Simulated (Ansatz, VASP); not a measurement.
**Cross-check of Bi2Se3 between VASP and Ansatz**

Wanted: the spread between two codes on one cell, functional and k mesh. The cell is taken from a series of runs on this material, whose earlier steps may have relaxed, scaled, displaced or heated it; both programs get it as it stands.

Main program and level: Ansatz 0.2.0; plane waves, with VASP 6.6.1 beside it; single point at LDA.

## Step 1: Set-up

The structure is trigonal, space group R-3m (No. 166). The conventional cell has a = 4.122 Å, b = 4.122 Å, c = 28.493 Å, α = 90.00°, β = 90.00°, γ = 120.00°. Nearest to Bi lie 6 Se at 2.85 to 3.05 Å. Se has 6 Bi at 3.05 Å nearest. Se has 3 Bi at 2.85 Å nearest. Farther neighbours and most contacts between anions are not listed.

## Step 2: VASP: single point, LDA

A single point gives forces, pressure and levels at one fixed geometry, so differences don't come from the geometry; what else differs is listed under the comparison.

Lines of VASP's logs that name or quote its potential files are left out, and so is its time.

INCAR reads:

```
SYSTEM = Bi2Se3
PREC = Accurate
ENCUT = 400
EDIFF = 1E-06
NELM = 100
ISMEAR = 0
SIGMA = 0.02
LREAL = .FALSE.
ALGO = Normal
GGA = PW92
NBANDS = 30
LORBIT = 11
LWAVE = .FALSE.
LCHARG = .FALSE.
KPAR = 2
ISIF = 2
```

POSCAR reads:

```
Bi2Se3
1.0
    2.0611425000      1.1900010950      9.4976063350
   -2.0611425000      1.1900010950      9.4976063350
    0.0000000000     -2.3800021900      9.4976063350
Bi Se
2 3
Direct
    0.4003306580      0.4003306580      0.4003306580
    0.5996693420      0.5996693420      0.5996693420
    0.0000000000      0.0000000000      0.0000000000
    0.2112983909      0.2112983909      0.2112983909
    0.7887016091      0.7887016091      0.7887016091
```

KPOINTS reads:

```
Automatic mesh
0
Gamma
6 6 6
0 0 0
```

Potentials, in the order of the species: Bi_d and Se (LDA family, release 64).

Started as:

```
mpirun -np 2 vasp_std
```

Numbers of over 12 decimals in the logs are rounded to 6 here.

The program printed:

```text
[banner, memory and clock lines left out]
running    2 mpi-ranks, on    1 nodes
 distrk:  each k-point on    1 cores,    2 groups
 distr:  one band on    1 cores,    1 groups

 POSCAR found type information on POSCAR BiSe
 POSCAR found :  2 types and       5 ions
|                                                                             |
|               ----> ADVICE to this user running VASP <----                  |
|                                                                             |
|     You enforced a specific xc type in the INCAR file but a different       |
|     [... a line on the potential file left out ...]
|     I HOPE YOU KNOW WHAT YOU ARE DOING!                                     |
|                                                                             |

 LDA part: xc-table for (Slater(with rela. corr.)+PW92), standard interpolation
 POSCAR, INCAR and KPOINTS ok, starting setup
 FFT: planning ... GRIDC
 FFT: planning ... GRID_SOFT
 FFT: planning ... GRID
 WAVECAR not read
 entering main loop
       N       E                     dE             d eps       ncg     rms          rms(c)
DAV:   1     0.426590330952E+03    0.42659E+03   -0.20250E+04  1920   0.138E+03
DAV:   2     0.250134208853E+02   -0.40158E+03   -0.38839E+03  2040   0.383E+02
DAV:   3    -0.222480267820E+02   -0.47261E+02   -0.45141E+02  2516   0.145E+02
DAV:   4    -0.241254829851E+02   -0.18775E+01   -0.18646E+01  2242   0.306E+01
DAV:   5    -0.241901140289E+02   -0.64631E-01   -0.64603E-01  2580   0.570E+00    0.531E+00
DAV:   6    -0.234183929856E+02    0.77172E+00   -0.12310E+00  2446   0.772E+00    0.341E+00
DAV:   7    -0.234086413687E+02    0.97516E-02   -0.33000E-01  2142   0.255E+00    0.173E+00
DAV:   8    -0.234053232257E+02    0.33181E-02   -0.46242E-02  2324   0.114E+00    0.503E-01
DAV:   9    -0.234040073752E+02    0.13159E-02   -0.25063E-03  2492   0.444E-01    0.122E-01
DAV:  10    -0.234040307871E+02   -0.23412E-04   -0.13867E-03  2152   0.189E-01    0.486E-02
DAV:  11    -0.234040384737E+02   -0.76866E-05   -0.15693E-04  2342   0.743E-02    0.303E-02
DAV:  12    -0.234040433600E+02   -0.48864E-05   -0.22792E-05  2124   0.256E-02    0.733E-03
DAV:  13    -0.234040431343E+02    0.22573E-06   -0.43372E-06  1820   0.185E-02
   1 F= -.23404043E+02 E0= -.23404039E+02  d E =-.870743E-05
```

OUTCAR, selected parts (step 2):

```text
ion  position               nearest neighbor table
   1  0.400  0.400  0.400-   5 2.85   5 2.85   5 2.85   3 3.05   3 3.05   3 3.05
   2  0.600  0.600  0.600-   4 2.85   4 2.85   4 2.85   3 3.05   3 3.05   3 3.05
   3  0.000  0.000  0.000-   2 3.05   1 3.05   2 3.05   2 3.05   1 3.05   1 3.05
   4  0.211  0.211  0.211-   2 2.85   2 2.85   2 2.85
   5  0.789  0.789  0.789-   1 2.85   1 2.85   1 2.85

  LATTYP: Found a trigonal (rhomboedric) cell.
 ALAT       =     9.7912684115
 COS(alpha) =     0.9113725773

 Subroutine GETGRP returns: Found 12 space group operations
 (whereof 12 operations were pure point group operations)

The static configuration has the point symmetry D_3d.

 Found     32 irreducible k-points:

   k-points           NKPTS =     32   k-points in BZ     NKDIM =     32   number of bands    NBANDS=     30

   dimension x,y,z NGX =    64 NGY =   64 NGZ =   64
   dimension x,y,z NGXF=   128 NGYF=  128 NGZF=  128

   ENCUT  =  400.0 eV  29.40 Ry    5.42 a.u.  15.97 15.97 15.97*2*pi/ulx,y,z

   NELECT =      48.0000    total number of electrons

 k-points in reciprocal lattice and weights: Automatic mesh
   0.00000000  0.00000000  0.00000000       0.005
   0.16666667 -0.00000000 -0.00000000       0.028
   0.33333333  0.00000000 -0.00000000       0.028
   0.50000000  0.00000000 -0.00000000       0.014
   0.16666667  0.16666667 -0.00000000       0.028
   0.33333333  0.16666667 -0.00000000       0.056
   0.50000000  0.16666667 -0.00000000       0.056
  -0.33333333  0.16666667  0.00000000       0.056
  -0.16666667  0.16666667  0.00000000       0.028
[...]
-0.33333333  0.50000000  0.33333333       0.028
   0.50000000  0.50000000  0.50000000       0.005

 average (electrostatic) potential at core
       1-106.2162       2-106.2162       3 -59.1088       4 -59.2282       5 -59.2282

 E-fermi :   5.0961

 k-point     1 :       0.0000    0.0000    0.0000
  band No.  band energies     occupation
    ...
     20       3.1771      2.00000
     21       3.1771      2.00000
     22       3.8189      2.00000
     23       3.8189      2.00000
     24       5.0646      1.97420
     25       5.1277      0.02580
     26       6.3334      0.00000
     27       6.3334      0.00000
     28       7.1057      0.00000
     29       7.7185      0.00000
    ...

 k-point     2 :       0.1667   -0.0000   -0.0000
  band No.  band energies     occupation
    ...
     20       3.0874      2.00000
     21       3.6892      2.00000
     22       3.6997      2.00000
     23       3.9061      2.00000
     24       4.3448      2.00000
     25       6.3506      0.00000
     26       6.7270      0.00000
     27       7.0418      0.00000
     28       7.1797      0.00000
     29       7.7404      0.00000
    ...

 k-point     3 :       0.3333    0.0000   -0.0000
  band No.  band energies     occupation
    ...
     20       2.2992      2.00000
     21       2.5346      2.00000
     22       3.5241      2.00000
     23       3.7913      2.00000
     24       4.4650      2.00000
     25       5.9710      0.00000
     26       7.0022      0.00000
     27       7.3105      0.00000
     28       8.0454      0.00000
     29       8.6875      0.00000
    ...

  Total       -0.9035308     -0.9035307     -1.0593600      0.0000000      0.0000000      0.0000000
  in kB      -10.3569706    -10.3569691    -12.1432059      0.0000000      0.0000000      0.0000000
  external PRESSURE =     -10.9523819 kB  Pullay stress =       0.0000000 kB

  energy-cutoff  :      400.00
  volume of cell :      139.77
      direct lattice vectors                 reciprocal lattice vectors
     2.061142500  1.190001095  9.497606335     0.242583907  0.140055894  0.035096562
    -2.061142500  1.190001095  9.497606335    -0.242583907  0.140055894  0.035096562
     0.000000000 -2.380002190  9.497606335     0.000000000 -0.280111787  0.035096562

 POSITION                                       TOTAL-FORCE (eV/Angst)
 -----------------------------------------------------------------------------------
      0.00000      0.00000     11.40655         0.000000     -0.000000      0.005475
      0.00000      0.00000     17.08627         0.000000      0.000000     -0.005475
      0.00000      0.00000      0.00000         0.000000      0.000000      0.000000
      0.00000      0.00000      6.02049         0.000000     -0.000000      0.006568
      0.00000      0.00000     22.47233         0.000000      0.000000     -0.006568
 -----------------------------------------------------------------------------------
    total drift:                                0.000000      0.000000     -0.000000

  FREE ENERGIE OF THE ION-ELECTRON SYSTEM (eV)
  ---------------------------------------------------
  free  energy   TOTEN  =       -23.4040431343 eV

  energy  without entropy=      -23.4040344269  energy(sigma->0) =      -23.40403878

 total charge
# of ion       s       p       d       tot
------------------------------------------
    1        1.618   1.094   9.961  12.672
    2        1.618   1.094   9.961  12.672
    3        1.479   2.319   0.023   3.821
    4        1.497   2.255   0.024   3.775
    5        1.497   2.255   0.024   3.775
--------------------------------------------------
tot          7.709   9.016  19.992  36.717

[... 3 further parts left out ...]
```

The run ends at a pressure of -1.10 GPa, with forces up to 0.0066 eV/Å.

## Step 3: Ansatz: single point, LDA

Ansatz runs on its default PAW (the set named soft_2) files.

The same cell, functional (in two slightly different forms), mesh and smearing now go to Ansatz, which takes its cutoff from its data sets.

input.yaml reads:

```yaml
crystal:
  lattice:
    - [2.0611425, 1.190001095, 9.497606335]
    - [-2.0611425, 1.190001095, 9.497606335]
    - [0.0, -2.38000219, 9.497606335]
  atoms:
    - { symbol: Bi, position: [0.400330658, 0.400330658, 0.400330658] }
    - { symbol: Bi, position: [0.599669342, 0.599669342, 0.599669342] }
    - { symbol: Se, position: [0.0, 0.0, 0.0] }
    - { symbol: Se, position: [0.2112983909, 0.2112983909, 0.2112983909] }
    - { symbol: Se, position: [0.7887016091, 0.7887016091, 0.7887016091] }
hamiltonian:
  xc: lda
  pseudopotentials: { kind: paw }
kpoints:
  mp_grid: { grid: [6, 6, 6] }
  band_path:
    path:
      - [0.0, 0.0, 0.0]
      - [0.13333, 0.0, 0.0]
      - [0.3, 0.0, 0.0]
      - [0.46667, 0.0, 0.0]
      - [0.5, 0.03543, -0.03543]
      - [0.5, 0.09447, -0.09447]
      - [0.5, 0.15351, -0.15351]
      - [0.77982, 0.5, 0.22018]
      - [0.6722, 0.5, 0.3278]
      - [0.56457, 0.5, 0.43543]
      - [0.46667, 0.46667, 0.46667]
      - [0.3, 0.3, 0.3]
      - [0.13333, 0.13333, 0.13333]
      - [0.0, 0.0, 0.0]
      - [0.11286, 0.0, -0.11286]
      - [0.20314, 0.0, -0.20314]
      - [0.316, 0.0, -0.316]
      - [0.62915, 0.37085, 0.0]
      - [0.57534, 0.42466, 0.0]
      - [0.52152, 0.47848, 0.0]
      - [0.52152, 0.52152, 0.02362]
      - [0.57534, 0.57534, 0.08266]
      - [0.62915, 0.62915, 0.14171]
      - [0.65067, 0.65067, 0.19866]
      - [0.59686, 0.59686, 0.30628]
      - [0.54305, 0.54305, 0.4139]
      - [0.5, 0.0, 0.0]
      - [0.60762, 0.11286, 0.11286]
      - [0.71524, 0.22571, 0.22571]
      - [0.82287, 0.33857, 0.33857]
    npoints: 1
scf:
  occupations: { method: gaussian, width: 0.02 }
  n_extra_bands: 8
output:
  forces: true
  stress: true
  eigenvalues: true
```

Started as:

```
ansatz run input.yaml --threads 2 --pin off --max-ram 4608MiB --backend cpu --events-out ev --progress --plain --runs-dir out
```

The program printed:

```text
Warning: crystal.lattice misses the space group found at crystal.symmetry.tolerance 1.0e-5 in a digit that the deck types, which is why this is a warning: making the lattice exact moves one of its numbers by a whole unit of that number's last typed decimal, or more. The operation that it misses by the most changes a squared length by the fraction 1.20e-7. The run uses the lattice that is a stretch of the typed one, w [...]
basis.fft_grid_basis auto: the FFT boxes are laid along the combinations [[1, 0, -1], [0, 1, -1], [0, 0, 1]] of the cell's own vectors, 4.122, 4.122 and 9.791 Å long. The dense box has 30×30×72 points. Along the cell's own vectors, as sized, it would have 72×72×72, 5.76 times as many. Of the 12 symmetry operations that the crystal satisfies within crystal.symmetry.tolerance (time reversal apart; of a slab, those that [...]
scf.n_extra_bands = 8 over 39 filled bands (N_el = 78.0): the run solves 47 bands
Engine: ansatz 0.2.0, aarch64-unknown-linux-gnu
Pseudopotentials: kind: paw
Pseudopotential: Bi, paw, valence charge 15, recommended cutoff 420 eV (normal), Bi.paw.azcp
Pseudopotential: Se, paw, valence charge 16, recommended cutoff 420 eV (normal), Se.paw.azcp
Functional definition: SPW92
  exchange = slater_x
  correlation = pw_c
Crystal: 5 atoms, lattice volume = 139.772 Å³
Basis set: ecut = 420 eV, 2695 PW (Γ), FFT grids on a1−a3, a2−a3, a3
Bands: 47, of which v1, the nominal top of the filled ones, is band 39 counted from 1 (38 counted from 0)
Symmetry: 12 space group operations
Space group: R-3m (ITA 166), of the structure as read, at distance tolerance 5.2e-5 Å
k-points: 32 of 216
Non-local potential: Bi, projectors of the file, l = 0: 2, l = 1: 2, l = 2: 2, l = 3: 2
Non-local potential: Se, projectors of the file, l = 0: 2, l = 1: 2, l = 2: 3, l = 3: 1
PAW form: soft (Blöchl's): semilocal exchange-correlation on the pseudo side does not see the compensation charge
PAW frozen core: Bi, regenerated for the run's functional, and the local potential with it (the file was generated under x = pbe(κ = 0.804, μ = 0.219515), c = pbe(β = 0.066725))
PAW frozen core: Se, regenerated for the run's functional, and the local potential with it (the file was generated under x = pbe(κ = 0.804, μ = 0.219515), c = pbe(β = 0.066725))
PAW one-centre angular grid: Bi, 590 points (default); XC on 64 Gauss nodes
PAW one-centre angular grid: Se, 590 points (default); XC on 64 Gauss nodes
Initial density: superposition of atomic densities (neutral atoms: chi_scale 0, normalization atom), corrected by the library's trained network
Initial wavefunctions: pseudopotential atomic-orbital guess
Functional: x = slater, c = lda
SCF iter   1: F=—  HF=-40323.325569 eV  |F-HF|=—  |Δ(HF+E_count)|=         —  Δρ=4.51e-3  dr2=4.29e-2  ethr=1.77e-3  ⟨swp⟩=7.6  Hψ=6129  notcnv=0
preconditioner: auto → LDOS  [metal: Δε(μ)=0.012 eV  Ē_g=9.369 eV  σ=0.020 eV  W_gap=0.32  n_scr=36 (ndim 8)  ℏωp=16.6 eV  f_vac=0.029  D(μ)=0.48/eV (n_scr^D=2)  β→1.0]
SCF iter   2: F=—  HF=-40323.343505 eV  |F-HF|=—  |Δ(HF+E_count)|=   1.79e-2  Δρ=4.57e-3  dr2=2.08e-1  ethr=5.49e-5  ⟨swp⟩=3.5  Hψ=3071  notcnv=0  defer=52
preconditioner: auto → Resta (q_TF=auto, 2.476 Å⁻¹)  ε∞=4.1  [insulator: Δε(μ)=0.172 eV  Ē_g=9.409 eV  σ=0.020 eV  W_gap=1.00  n_scr=36 (ndim 8)  ℏωp=16.6 eV  f_vac=0.027  D(μ)=0.00/eV (n_scr^D=0)  ε∞_Penn≈4.1  β→0.5]
SCF iter   3: F=—  HF=-40323.316399 eV  |F-HF|=—  |Δ(HF+E_count)|=   2.71e-2  Δρ=1.47e-3  dr2=2.06e-3  ethr=5.49e-5  ⟨swp⟩=3.7  Hψ=2811  notcnv=0  defer=52
SCF iter   4: F=—  HF=-40323.315989 eV  |F-HF|=—  |Δ(HF+E_count)|=   4.10e-4  Δρ=2.61e-4  dr2=1.83e-4  ethr=2.64e-6  ⟨swp⟩=2.2  Hψ=2648  notcnv=0  defer=52
SCF iter   5: F=—  HF=-40323.315954 eV  |F-HF|=—  |Δ(HF+E_count)|=   3.55e-5  Δρ=9.69e-5  dr2=1.72e-5  ethr=2.35e-7  ⟨swp⟩=2.0  Hψ=2152  notcnv=0  defer=52
SCF iter   6: F=—  HF=-40323.315949 eV  |F-HF|=—  |Δ(HF+E_count)|=   4.90e-6  Δρ=2.51e-5  dr2=2.29e-6  ethr=2.21e-8  ⟨swp⟩=2.0  Hψ=2416  notcnv=0  defer=52
SCF iter   7: F=—  HF=-40323.315948 eV  |F-HF|=—  |Δ(HF+E_count)|=   6.10e-7  Δρ=1.09e-5  dr2=2.61e-7  ethr=2.94e-9  ⟨swp⟩=2.0  Hψ=2269  notcnv=0  defer=52
SCF iter   8: F=-40323.315948 eV  HF=-40323.315948 eV  |F-HF|=9.77e-9  |Δ(HF+E_count)|=   5.73e-8  Δρ=2.61e-6  dr2=1.85e-8  ethr=1.28e-10  ⟨swp⟩=10.2  Hψ=6680  notcnv=0
SCF 1 converged in 8 iterations: F = -40323.315948 eV  dr2 = 1.85e-8
  greatest PAW one-centre occupation: 1.000 electrons in one spin orbital (limit 2), on the Se atom at site 4 (counted from 0), in its partial waves of l = 2
NSCF: frozen V_eff on 30 k-points
SCF converged after 8 iterations
Free energy (F): -40323.315948 eV
Harris-Foulkes:  -40323.315948 eV  (|F-HF|=9.77e-9)
Internal energy: -40323.315942 eV  (E = F + TS)
E sigma→0 (E₀):  -40323.315945 eV
Entropy (-TS):   -0.000006 eV (-0.001 meV/atom)
Fermi energy:    9.048261 eV
--- Per-component energies (eV) ---
  E_band       = -1352.079719
  E_kinetic    = 961.433545
  E_local      = -10318.150512  (includes V_loc(G=0)·N_el)
  E_nonlocal   = -636.076331
  E_hartree    = 4582.389536
  E_xc         = -613.529117
  E_vxc        = -586.680382  (∫ρ·V_xc dr)
  E_paw        = -26185.649899  (= ΣΔE_a)
  E_vpaw       = 62.612169  (= ΣTr[D̂ρ^β])
  E_aug_tail   = -0.002877  (compensation charges beyond the density's cutoff)
  E_ewald      = -8120.372603
  E_core_change = 6.642317  (= ΣΔE_core)
  E_smearing   = -0.000006  (= −TS)
  E_closure    = -0.000000  (closes the sum)
  Σ components = -40323.315948   (vs F -40323.315948, Δ=0.00e0)
--- Forces (eV/Å), atoms counted from 1 ---
  atom   1  Bi     0.00000000     0.00000000     0.01962888
  atom   2  Bi     0.00000000    -0.00000000    -0.01962888
  atom   3  Se    -0.00000000    -0.00000000     0.00000000
  atom   4  Se     0.00000000     0.00000000     0.03239195
  atom   5  Se     0.00000000    -0.00000000    -0.03239195
  max |Σ_I F_I| component: 1.05e-30 eV/Å
--- Stress (GPa, compression-positive) ---
       -1.141010       0.000000       0.000000
        0.000000      -1.141010      -0.000000
        0.000000      -0.000000      -1.317404
  P = ⅓ Tr σ = -1.1998 GPa (-11.998 kbar)
--- Band table (eV; the first three rows and the last of 32) ---
  k-point 0: bands = [... 35 lower, 7.1436, 7.7868, 7.7868, 9.0143, 9.0822, 10.2945, 10.2945, 11.0664, ... 4 higher]
  k-point 1: bands = [... 35 lower, 7.6557, 7.6558, 7.8606, 8.3008, 10.3115, 10.6851, 11.0015, 11.1383, ... 4 higher]
  k-point 2: bands = [... 35 lower, 6.4900, 7.4862, 7.7587, 8.4156, 9.9316, 10.9613, 11.2684, 12.0069, ... 4 higher]
  k-point 31: bands = [... 35 lower, 7.4181, 7.5738, 7.5738, 8.4476, 9.6173, 10.6220, 10.6220, 10.9730, ... 4 higher]
```

## Step 4: Side by side

Known differences besides the potentials themselves: the data sets hold 78 valence electrons in Ansatz (default PAW (the set named soft_2) files) and 48 in VASP; the cutoff is 420 eV in Ansatz and 400 eV in VASP; VASP's log shows a relativistic correction to its local exchange, Ansatz's none. Total energies have different zeros and are not compared.

Both answers:

| quantity | Ansatz | VASP | difference |
| --- | --- | --- | --- |
| pressure (GPa) | -1.20 | -1.10 | -0.10 |
| gap on the k mesh (eV) | 0.068 | 0.063 | +0.005 |

At this near-relaxed geometry the largest component of a force difference is 26 meV/Å. A gap on the mesh is an upper bound, since the band edges may lie between its points; neither run holds spin-orbit coupling, which can move the band edges of a compound of Bi. Ansatz's pressure holds a Pulay correction of 0.03 GPa; VASP's holds none.

## Step 5: Other set-ups

Further runs change the set-up of one program: Ansatz's method, potentials or start, or VASP's data sets, cutoff or form of LDA. The table gives Ansatz less VASP for each quantity, since a change that brings one quantity closer may part another.

| run | r.m.s. force difference (meV/Å) | pressure (GPa) | gap on the k mesh (eV) |
| --- | --- | --- | --- |
| as above | 11 | -0.10 | 0.0048 |
| VASP with the data sets Bi_d_GW and Se_GW, a cutoff of 520 eV and GGA = CA, the Perdew-Zunger form of LDA | 11 | -0.071 | 0.0086 |

## Step 6: Results

- difference in gap on the k mesh (single point, LDA): 0.0048 eV
- r.m.s. force difference (single point, LDA): 11 meV/Å

The r.m.s. force difference is 11 meV/Å (single point, LDA), within the 12 meV/Å picked in this series as the mark of a large difference. Single point, LDA, VASP with the data sets Bi_d_GW and Se_GW, a cutoff of 520 eV and GGA = CA, the Perdew-Zunger form of LDA: the difference in pressure goes from -0.10 to -0.071 GPa; the difference in gap on the k mesh goes from 0.0048 to 0.0086 eV. Such differences can come from data sets, numerical settings and the points named under the comparisons, not from the functional's error against experiment.

[Lines on the potential files, build, host, timing and source positions are cut from VASP's logs without a mark.]

[Logs are printed without paths, hosts, clocks, repeated set-up lines and the standing remarks that a program may print on its own settings, such as how far it seeks lower states.]

[Hosts, paths, dates, database ids (printed as entryN), source tags and the programs' standing remarks are cut or masked in the printed files.]
